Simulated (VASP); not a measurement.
VASP 6 on Cu, 4 atoms, PBE, 400 eV, 8×8×8 Γ-centred mesh, vasp_std. Each run had one machine to itself; times are medians of up to 3 turns, which differed by up to 3 %. Differences under about 10 % mean little, and other builds and machines will differ.

INCAR of the first run: PREC = Normal; ENCUT = 400; EDIFF = 1E-5; NELM = 80; ALGO = Normal; LREAL = Auto; LASPH = .TRUE.; ISMEAR = 1; SIGMA = 0.1; GGA = PE; LMAXMIX = 4; LWAVE = .FALSE.; LCHARG = .FALSE.; ISYM = 0; NCORE = 4

```tsv
run	seconds to convergence	electronic steps
32 ranks, ALGO = Normal	13	12
32 ranks, ALGO = Fast	11	14
32 ranks, ALGO = VeryFast	11	19
32 ranks, ALGO = All	16	16
32 ranks, ALGO = Damped	17	23
```

On 32 cores the runs span a factor of 1.5.

Runs that failed, blew up or ran out of time are left out.

The cell is a supercell.
